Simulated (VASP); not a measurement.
Computed with PBE GGA, VASP's PBE PAW potentials (set 64) (plane waves; VASP).

VASP ran on this input.

POSCAR:
```
CaO
1
    0.0000000000     2.4050000000     2.4050000000
    2.4050000000     0.0000000000     2.4050000000
    2.4050000000     2.4050000000     0.0000000000
Ca O
1 1
Direct
  0.0000000000   0.0000000000   0.0000000000
  0.5000000000   0.5000000000   0.5000000000
```

**KPOINTS**
```
Automatic mesh
0
Gamma
9 9 9
0 0 0
```

INCAR:
```
! general
SYSTEM = CaO
PREC   = Accurate
ENCUT  = 520
LREAL  = F
LASPH  = T

! electronic loop
EDIFF  = 1E-6
NELM   = 100
ALGO   = Normal

! smearing
ISMEAR = 0
SIGMA  = 0.05

! functional
GGA    = PE

! ions
ISIF   = 2

! output
LWAVE  = F
LCHARG = F
```

POTCAR, in this order: Ca_sv O (PBE.64 set). Program: vasp_std.

Output of the run:

OUTCAR:
```
 ion  position               nearest neighbor table
   1  0.000  0.000  0.000-   2 2.40   2 2.40   2 2.40   2 2.40   2 2.40   2 2.40
   2  0.500  0.500  0.500-   1 2.40   1 2.40   1 2.40   1 2.40   1 2.40   1 2.40
  LATTYP: Found a face centered cubic cell.
 ALAT       =     4.8100000000
 Subroutine PRICEL returns:
 Original cell was already a primitive cell.
 Subroutine GETGRP returns: Found 48 space group operations
The static configuration has the point symmetry O_h .
The dynamic configuration has the point symmetry O_h .
 Subroutine INISYM returns: Found 48 space group operations
 Subroutine IBZKPT returns following result:
 Found     35 irreducible k-points:

 Following reciprocal coordinates:
            Coordinates               Weight
  0.000000  0.000000  0.000000      1.000000
  0.111111  0.000000  0.000000      8.000000
  0.222222  0.000000  0.000000      8.000000
  0.333333  0.000000  0.000000      8.000000
  0.444444  0.000000  0.000000      8.000000
  0.111111  0.111111  0.000000      6.000000
  0.222222  0.111111  0.000000     24.000000
  0.333333  0.111111  0.000000     24.000000
  0.444444  0.111111  0.000000     24.000000
 -0.444444  0.111111  0.000000     24.000000
 -0.333333  0.111111  0.000000     24.000000
 -0.222222  0.111111  0.000000     24.000000
 -0.111111  0.111111  0.000000     12.000000
  0.222222  0.222222  0.000000      6.000000
  0.333333  0.222222  0.000000     24.000000
  0.444444  0.222222  0.000000     24.000000
 -0.444444  0.222222  0.000000     24.000000
 -0.333333  0.222222  0.000000     24.000000
 -0.222222  0.222222  0.000000     12.000000
  0.333333  0.333333  0.000000      6.000000
  0.444444  0.333333  0.000000     24.000000
 -0.444444  0.333333  0.000000     24.000000
 -0.333333  0.333333  0.000000     12.000000
  0.444444  0.444444  0.000000      6.000000
 -0.444444  0.444444  0.000000     12.000000
  0.333333  0.222222  0.111111     24.000000
  0.444444  0.222222  0.111111     48.000000
 -0.444444  0.222222  0.111111     48.000000
  0.444444  0.333333  0.111111     24.000000
 -0.444444  0.333333  0.111111     48.000000
 -0.333333  0.333333  0.111111     48.000000
 -0.222222  0.333333  0.111111     24.000000
 -0.444444  0.444444  0.111111     24.000000
 -0.333333  0.444444  0.111111     24.000000
 -0.333333  0.444444  0.222222     24.000000
   k-points           NKPTS =     35   k-points in BZ     NKDIM =     35   number of bands    NBANDS=     12
   number of dos      NEDOS =    301   number of ions     NIONS =      2
   total plane-waves  NPLWV =  21952
   dimension x,y,z NGX =    28 NGY =   28 NGZ =   28
   dimension x,y,z NGXF=    56 NGYF=   56 NGZF=   56
   ions per type =               1   1
   PREC   = accura    normal or accurate (medium, high low for compatibility)
   ISTART =      0    job   : 0-new  1-cont  2-samecut
   ICHARG =      2    charge: 1-file 2-atom 10-const
   ISPIN  =      1    spin polarized calculation?
   LNONCOLLINEAR =      F non collinear calculations
   LSORBIT =      F    spin-orbit coupling
   INIWAV =      1    electr: 0-lowe 1-rand  2-diag
   ENCUT  =  520.0 eV  38.22 Ry    6.18 a.u.   6.32  6.32  6.32*2*pi/ulx,y,z
   NELM   =    100;   NELMIN=  2; NELMDL= -5     # of ELM steps
   EDIFF  = 0.1E-05   stopping-criterion for ELM
   LREAL  =      F    real-space projection
   NLSPLINE    = F    spline interpolate recip. space projectors
   LMAXMIX     =    2 max onsite mixed and CHGCAR
   VOSKOWN=      0    Vosko Wilk Nusair interpolation
   EDIFFG = 0.1E-04   stopping-criterion for IOM
   NSW    =      0    number of steps for IOM
   NBLOCK =      1;   KBLOCK =      1    inner block; outer block
   IBRION =     -1    ionic relax: 0-MD 1-quasi-New 2-CG
...
```

OSZICAR:
```
       N       E                     dE             d eps       ncg     rms          rms(c)
DAV:   1     0.133566718454E+03    0.13357E+03   -0.86951E+03   848   0.135E+03
DAV:   2    -0.779800718784E+01   -0.14136E+03   -0.13422E+03   972   0.334E+02
DAV:   3    -0.143317709759E+02   -0.65338E+01   -0.64864E+01  1092   0.757E+01
DAV:   4    -0.145106882879E+02   -0.17892E+00   -0.17879E+00  1164   0.115E+01
DAV:   5    -0.145136296163E+02   -0.29413E-02   -0.29412E-02  1060   0.133E+00    0.857E+00
DAV:   6    -0.128444967481E+02    0.16691E+01   -0.87638E+00   972   0.276E+01    0.364E+00
DAV:   7    -0.128028508225E+02    0.41646E-01   -0.72001E-01  1148   0.831E+00    0.174E+00
DAV:   8    -0.128035599379E+02   -0.70912E-03   -0.79592E-02   904   0.324E+00    0.429E-01
DAV:   9    -0.128015938619E+02    0.19661E-02   -0.24449E-02  1060   0.129E+00    0.134E-01
DAV:  10    -0.128020335660E+02   -0.43970E-03   -0.21328E-03   924   0.469E-01    0.251E-02
DAV:  11    -0.128020874994E+02   -0.53933E-04   -0.34879E-04  1168   0.154E-01    0.293E-02
DAV:  12    -0.128020740376E+02    0.13462E-04   -0.53166E-05   984   0.808E-02    0.514E-03
DAV:  13    -0.128020738728E+02    0.16482E-06   -0.43317E-06  1096   0.201E-02
   1 F= -.12802074E+02 E0= -.12802074E+02  d E =-.591687E-15
```

OUTCAR:
```
------------------------ aborting loop because EDIFF is reached ----------------------------------------
  FORCE on cell =-STRESS in cart. coord.  units (eV):
  Direction    XX          YY          ZZ          XY          YZ          ZX
  --------------------------------------------------------------------------------------
  Total        0.3444523      0.3444523      0.3444523      0.0000000     -0.0000000      0.0000000
  in kB       19.8364692     19.8364692     19.8364692      0.0000000     -0.0000000      0.0000000
  external PRESSURE =      19.8364692 kB  Pullay stress =       0.0000000 kB
  volume of cell :       27.82
      direct lattice vectors                 reciprocal lattice vectors
     0.000000000  2.405000000  2.405000000    -0.207900208  0.207900208  0.207900208
     2.405000000  0.000000000  2.405000000     0.207900208 -0.207900208  0.207900208
     2.405000000  2.405000000  0.000000000     0.207900208  0.207900208 -0.207900208
  FREE ENERGIE OF THE ION-ELECTRON SYSTEM (eV)
  ---------------------------------------------------
  free  energy   TOTEN  =       -12.8020738728 eV

  energy  without entropy=      -12.8020738728  energy(sigma->0) =      -12.80207387
```
(Selected blocks of OUTCAR.)

File OUTCAR:
```
 val. band max:        2.3366901384   @ k =   0.0000   0.0000   0.0000

 cond. band min:       6.0298345578   @ k =   0.4444   0.4444   0.0000


 Fermi energy:         2.5916524074

 k-point     1 :       0.0000    0.0000    0.0000
  band No.  band energies     occupation
      1     -35.3085      2.00000
      2     -16.0740      2.00000
      3     -16.0740      2.00000
      4     -16.0740      2.00000
      5     -13.1912      2.00000
      6       2.3367      2.00000
      7       2.3367      2.00000
      8       2.3367      2.00000
      9       7.0316      0.00000
     10       8.5572      0.00000
     11       8.5572      0.00000
     12       8.5572      0.00000

 k-point     2 :       0.1111    0.0000    0.0000
  band No.  band energies     occupation
      1     -35.2967      2.00000
      2     -16.2432      2.00000
      3     -16.0804      2.00000
      4     -16.0804      2.00000
      5     -13.0137      2.00000
      6       1.9020      2.00000
      7       2.1678      2.00000
      8       2.1678      2.00000
      9       7.5855      0.00000
     10       8.5204      0.00000
     11       8.7668      0.00000
     12       8.7668      0.00000

 k-point     3 :       0.2222    0.0000    0.0000
  band No.  band energies     occupation
      1     -35.2667      2.00000
      2     -16.6072      2.00000
      3     -16.0964      2.00000
      4     -16.0964      2.00000
      5     -12.6271      2.00000
      6       1.0260      2.00000
      7       1.7817      2.00000
      8       1.7817      2.00000
      9       8.5125      0.00000
     10       8.8624      0.00000
     11       9.3335      0.00000
     12       9.3335      0.00000

 k-point     4 :       0.3333    0.0000    0.0000
  band No.  band energies     occupation
      1     -35.2323      2.00000
      2     -16.9525      2.00000
      3     -16.1144      2.00000
      4     -16.1144      2.00000
      5     -12.2532      2.00000
      6       0.2247      2.00000
...
```

The compound is CaO in the rock salt structure. The cell was not relaxed at this level.
